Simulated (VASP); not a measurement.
All values below come from PBE GGA, VASP's PBE PAW potentials (set 64) (plane waves; VASP).

VASP ran on this input.

POSCAR:
```
SbSi62
1
   10.9370747000     0.0000000000     0.0000000000
    0.0000000000    10.9370747000     0.0000000000
    0.0000000000     0.0000000000    10.9370747000
Si Sb
62 1
Direct
  0.5002355310   0.9991469888   0.9988990659
  0.6249501845   0.1251766754   0.1250429864
  0.7498072280   0.2507539315   0.0008154682
  0.8738427439   0.3763708849   0.1257652174
  0.7498339041   0.0009489928   0.2505662817
  0.8737941453   0.1259820727   0.3762469724
  0.0000444816   0.0004387816   0.0003769183
  0.1234887043   0.1267312355   0.1266164599
  0.2500005471   0.2498888465   0.0014578020
  0.3757955399   0.3772045567   0.1266959895
  0.4996505125   0.5008501106   0.9999762384
  0.6234617211   0.6267499491   0.1251050697
  0.7503239193   0.7501731763   0.0002318251
  0.8745073345   0.8758854311   0.1255922587
  0.2501306122   0.0015672555   0.2496558464
  0.3756865702   0.1267383631   0.3772654784
  0.4956746264   0.2455657393   0.2457033489
  0.7505272410   0.5038192130   0.2464111639
  0.8726531047   0.6245773884   0.3758870308
  0.4995736878   0.0000255032   0.5008484927
  0.6233977530   0.1251904422   0.6267367028
  0.7503527839   0.2464680881   0.5037411387
  0.8726481953   0.3758861997   0.6244080747
  0.7503746388   0.0003077117   0.7500562216
  0.8745064145   0.1256913473   0.8758400712
  0.0004718886   0.4989478265   0.9990893521
  0.1227636640   0.6251439197   0.1249952956
  0.2489886290   0.7502542859   0.0006532629
  0.3743600389   0.8769807468   0.1246463158
  0.9979009710   0.2514511281   0.2513003576
  0.1242351702   0.3754409445   0.3752128211
  0.2481729333   0.5009721055   0.2497216525
  0.3725534673   0.6280842692   0.3702761632
  0.4988335237   0.7524100164   0.2494787066
  0.6246574917   0.8758584773   0.3752035173
  0.0005677232   0.9993093891   0.4987083734
  0.1227950788   0.1251686390   0.6249863299
  0.2481436383   0.2499748384   0.5008239184
  0.3725856338   0.3704021564   0.6280259549
  0.6291825456   0.6289987514   0.6287927952
  0.7502982715   0.7518273279   0.5006158309
  0.8756001999   0.8766083974   0.6249450377
  0.2489718101   0.0007538653   0.7501147283
  0.3741680733   0.1248461192   0.8769157857
  0.4987475250   0.2495438924   0.7524171831
  0.6246763982   0.3753520100   0.8756720689
  0.7503237076   0.5007767929   0.7515416060
  0.8754516240   0.6251557941   0.8764484471
  0.9984902115   0.7497017942   0.2501325669
  0.1259340322   0.8744045569   0.3749848877
  0.9984840559   0.4997361839   0.4996461526
  0.1235074436   0.6249348519   0.6248447430
  0.2500374479   0.7489928739   0.5008994843
  0.3738468911   0.8754823257   0.6253260714
  0.9985683223   0.2502836828   0.7496255240
  0.1259900888   0.3752926680   0.8742518131
  0.2501667925   0.5011467685   0.7488533399
  0.3738827934   0.6253660982   0.8754967625
  0.4979876300   0.7500716264   0.7500577561
  0.6255757741   0.8745263908   0.8743739540
  0.9993981053   0.7502896589   0.7502238738
  0.1246468823   0.8754203320   0.8752894837
  0.5286923971   0.4720116091   0.4718609593
```

### KPOINTS
```
Automatic mesh
0
Gamma
1 1 1
0 0 0
```

**INCAR**
```
! general
SYSTEM     = SbSi62
PREC       = Normal
ENCUT      = 400
LREAL      = Auto   ! projection in real space or not
LASPH      = .True.
ISYM       = 0

! electronic loop
EDIFF      = 1E-6   ! SCF stop (eV)
NELM       = 100
NELMIN     = 4
ALGO       = Fast   ! Davidson, then RMM-DIIS
LMAXMIX    = 4   ! l cut-off of mixed one-centre charges

! smearing
ISMEAR     = 0
SIGMA      = 0.05   ! width (eV)

! functional
GGA        = PE   ! PBE

! spin
ISPIN      = 2   ! spin-polarised
MAGMOM     = 63*0.0159
NUPDOWN    = 1

! output
LWAVE      = .True.
LCHARG     = .False.
LORBIT     = 11

! other
LHYPERFINE = .True.
```

POTCAR, in this order: Si Sb (PBE.64 set). Program: vasp_gam. Read from the step before: WAVECAR.

The resulting files:

**OSZICAR**
```
       N       E                     dE             d eps       ncg     rms          rms(c)
DAV:   1    -0.331198303931E+03   -0.33120E+03   -0.13971E-05   800   0.855E-03    0.355E-03
RMM:   2    -0.331198303652E+03    0.27882E-06   -0.20355E-06   432   0.275E-03    0.154E-03
RMM:   3    -0.331198303627E+03    0.25011E-07   -0.80875E-07   421   0.147E-03    0.939E-04
RMM:   4    -0.331198303658E+03   -0.31039E-07   -0.22318E-07   297   0.804E-04
   1 F= -.33119830E+03 E0= -.33119747E+03  d E =-.166514E-02  mag=     1.0000
```

OUTCAR:
```
------------------------ aborting loop because EDIFF is reached ----------------------------------------
  FORCE on cell =-STRESS in cart. coord.  units (eV):
  Direction    XX          YY          ZZ          XY          YZ          ZX
  --------------------------------------------------------------------------------------
  Total        4.7496211      6.8542306      6.8507604     -0.5808607     -1.4620945     -0.6132437
  in kB        5.8165573      8.3939380      8.3896883     -0.7113430     -1.7905336     -0.7510004
  external PRESSURE =       7.5333945 kB  Pullay stress =       0.0000000 kB
  volume of cell :     1308.29
      direct lattice vectors                 reciprocal lattice vectors
    10.937074700  0.000000000  0.000000000     0.091432127  0.000000000  0.000000000
     0.000000000 10.937074700  0.000000000     0.000000000  0.091432127  0.000000000
     0.000000000  0.000000000 10.937074700     0.000000000  0.000000000  0.091432127
 POSITION                                       TOTAL-FORCE (eV/Angst)
 -----------------------------------------------------------------------------------
      5.47111     10.92775     10.92503         0.006047     -0.003101      0.002367
      6.83513      1.36907      1.36760        -0.003843     -0.000158      0.002052
      8.20070      2.74251      0.00892        -0.002023      0.003226     -0.004347
      9.55728      4.11640      1.37550        -0.001925     -0.000130      0.013126
      8.20099      0.01038      2.74046        -0.001905     -0.003716      0.007034
      9.55675      1.37788      4.11504        -0.004932      0.009256     -0.002964
      0.00049      0.00480      0.00412        -0.005616     -0.007664     -0.011135
      1.35061      1.38607      1.38481         0.000631     -0.004482     -0.001904
      2.73427      2.73305      0.01594         0.011549      0.003196      0.000119
      4.11010      4.12551      1.38568        -0.004655      0.005097     -0.003122
      5.46471      5.47784     10.93681        -0.002795      0.003217      0.008218
      6.81885      6.85481      1.36828        -0.000678     -0.003711      0.000263
      8.20635      8.20470      0.00254        -0.009034     -0.002055      0.003168
      9.56455      9.57962      1.37361        -0.001091     -0.001279      0.000140
      2.73570      0.01714      2.73050         0.008901     -0.008157      0.003678
      4.10891      1.38615      4.12618        -0.003565     -0.007651      0.002677
      5.42123      2.68577      2.68728        -0.020088     -0.005782     -0.015422
      8.20857      5.51031      2.69502         0.004260      0.007380     -0.001817
      9.54427      6.83105      4.11110         0.006461     -0.000550     -0.001670
      5.46387      0.00028      5.47782         0.002133      0.005592      0.004082
      6.81815      1.36922      6.85467        -0.003297     -0.003032     -0.001731
      8.20666      2.69564      5.50945         0.008735      0.000385      0.003918
      9.54422      4.11110      6.82920         0.006314      0.001323      0.001285
      8.20690      0.00337      8.20342        -0.003345      0.003274     -0.004482
      9.56454      1.37470      9.57913         0.001235      0.002826     -0.003416
      0.00516      5.45703     10.92711         0.006262     -0.002124      0.000949
      1.34268      6.83725      1.36708         0.001854     -0.000111     -0.008624
      2.72321      8.20559      0.00714         0.006599      0.000231     -0.004135
      4.09440      9.59160      1.36327         0.002809     -0.000847     -0.003946
     10.91412      2.75014      2.74849         0.007296      0.004448      0.000507
      1.35877      4.10623      4.10373        -0.003371      0.001575      0.001853
      2.71429      5.47917      2.73122        -0.002651     -0.005652     -0.006625
      4.07465      6.86940      4.04974         0.004012      0.000097      0.010047
      5.45578      8.22916      2.72857         0.002988      0.004465     -0.005917
      6.83193      9.57933      4.10363        -0.002156      0.004535      0.002750
      0.00621     10.92952      5.45441        -0.000943     -0.001706     -0.002688
      1.34302      1.36898      6.83552         0.002105     -0.007705      0.000986
      2.71397      2.73399      5.47755        -0.002516     -0.005008      0.000258
      4.07500      4.05112      6.86877         0.006796      0.007827     -0.005781
      6.88142      6.87941      6.87715        -0.004851     -0.007257     -0.006225
      8.20607      8.22279      5.47527         0.001220     -0.000233     -0.002426
      9.57650      9.58753      6.83507         0.006431     -0.000786      0.001066
      2.72302      0.00825      8.20406         0.002269     -0.002366     -0.002676
      4.09230      1.36545      9.59089         0.003903     -0.010052     -0.000458
      5.45484      2.72928      8.22924         0.007266     -0.003096     -0.001042
      6.83213      4.10525      9.57729        -0.001771      0.005732      0.001078
      8.20635      5.47703      8.21967        -0.001342      0.000371      0.002962
      9.57488      6.83738      9.58578         0.006076     -0.001829     -0.001107
     10.92056      8.19954      2.73572         0.002212     -0.003128      0.001765
      1.37735      9.56343      4.10124        -0.005995      0.006410     -0.008290
     10.92049      5.46565      5.46467         0.001379      0.000002      0.002651
      1.35081      6.83496      6.83397        -0.000619      0.005655      0.002243
      2.73468      8.19179      5.47838        -0.009615      0.011888      0.005066
      4.08879      9.57522      6.83924         0.003205     -0.003460     -0.000472
     10.92142      2.73737      8.19871        -0.002252      0.002005     -0.002132
      1.37796      4.10460      9.56176        -0.008193     -0.006129      0.003545
      2.73609      5.48108      8.19026        -0.016153     -0.002021      0.013520
      4.08918      6.83968      9.57537         0.006698      0.004902      0.000288
      5.44653      8.20359      8.20344         0.001182      0.007194      0.004648
      6.84197      9.56476      9.56309        -0.003820     -0.001119      0.000963
     10.93049      8.20597      8.20525         0.002446      0.002376     -0.003807
      1.36327      9.57454      9.57311         0.004122     -0.002863     -0.002817
      5.78235      5.16243      5.16078        -0.010357      0.004478      0.011906
 -----------------------------------------------------------------------------------
    total drift:                               -0.059229      0.037936      0.021175
  FREE ENERGIE OF THE ION-ELECTRON SYSTEM (eV)
  ---------------------------------------------------
  free  energy   TOTEN  =      -331.1983036579 eV

  energy  without entropy=     -331.1966385168  energy(sigma->0) =     -331.19747109

 total charge

# of ion       s       p       d       tot
------------------------------------------
    1        0.742   0.938   0.000   1.681
    2        0.738   0.945   0.000   1.683
    3        0.739   0.946   0.000   1.685
    4        0.738   0.943   0.000   1.681
    5        0.739   0.946   0.000   1.685
    6        0.738   0.942   0.000   1.680
    7        0.739   0.941   0.000   1.680
    8        0.738   0.945   0.000   1.683
    9        0.745   0.930   0.000   1.675
   10        0.740   0.938   0.000   1.678
   11        0.739   0.946   0.000   1.685
   12        0.739   0.945   0.000   1.684
   13        0.743   0.937   0.000   1.680
   14        0.738   0.945   0.000   1.683
   15        0.745   0.930   0.000   1.675
   16        0.740   0.938   0.000   1.678
   17        0.773   0.874   0.000   1.647
   18        0.776   0.877   0.000   1.653
   19        0.740   0.936   0.000   1.676
   20        0.739   0.946   0.000   1.685
   21        0.739   0.945   0.000   1.684
...
```
(Selected blocks of OUTCAR.)

The supercell is sampled at Γ alone, which is coarse: total energies, pressure and levels can be off, energies of defects by several tenths of an eV.

The cell is a supercell with a defect, built from Si (diamond): Sb_Si-vac_Si.
